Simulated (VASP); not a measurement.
An input for Quantum ESPRESSO's pw.x (written as the equivalent of a VASP run, and not itself run):

```
&CONTROL
  calculation = 'scf'
  pseudo_dir = './pseudo'
  outdir = './out'
  tprnfor = .true.
  tstress = .true.
/
&SYSTEM
  ibrav = 0
  nat = 3
  ntyp = 2
  ecutwfc = 74
  occupations = 'smearing'
  smearing = 'methfessel-paxton'
  degauss = 0.00735
  input_dft = 'pbe'
/
&ELECTRONS
  conv_thr = 7.3e-08
  electron_maxstep = 100
/
ATOMIC_SPECIES
  Si 28.085 Si.upf
  W 183.840 W.upf
CELL_PARAMETERS angstrom
    -1.6290750    1.6290750    3.9737250
     1.6290750   -1.6290750    3.9737250
     1.6290750    1.6290750   -3.9737250
ATOMIC_POSITIONS crystal
  Si   0.6682920  0.6836890  0.0362950
  Si   0.3293890  0.3065050 -0.0588900
  W    0.0023190  0.0098070  0.0225950
K_POINTS automatic
  8 8 10 0 0 0
```

### Question
Translate this input to VASP (INCAR, KPOINTS, POSCAR, choice of POTCAR).

### Answer
One answer among several that fit: 
File KPOINTS:
```
Automatic mesh
0
Gamma
8 8 10
0 0 0
```

**INCAR**
```
# general
SYSTEM  = WSi2
PREC    = Accurate
ENCUT   = 180
LREAL   = F
LASPH   = T

# electronic loop
EDIFF   = 1E-6
NELM    = 100
ALGO    = Normal
LMAXMIX = 6

# smearing
ISMEAR  = 1
SIGMA   = 0.1

# functional
GGA     = PE

# ions
ISIF    = 2

# output
LWAVE   = F
LCHARG  = F
```

File POSCAR:
```
WSi2
1
   -1.6290750000     1.6290750000     3.9737250000
    1.6290750000    -1.6290750000     3.9737250000
    1.6290750000     1.6290750000    -3.9737250000
Si W
2 1
Direct
  0.6682920000   0.6836890000   0.0362950000
  0.3293890000   0.3065050000  -0.0588900000
  0.0023190000   0.0098070000   0.0225950000
```

POTCAR, in this order: Si W_sv (PBE.64 set). Program: vasp_std.

The two are equivalent in intent, not identical: the potentials are each code's own (VASP's PAW set, PseudoDojo norm-conserving files in pw.x), so ENCUT and ecutwfc are chosen apart and not converted; conv_thr bounds pw.x's estimated SCF error, while EDIFF bounds the energy change between steps.

The structure is a typed WSi2 crystal. The cell was not relaxed at this level, atoms are displaced from their ideal sites. The run is one of a series of settings (ENCUT = 180 against the base run), some of them coarse on purpose.
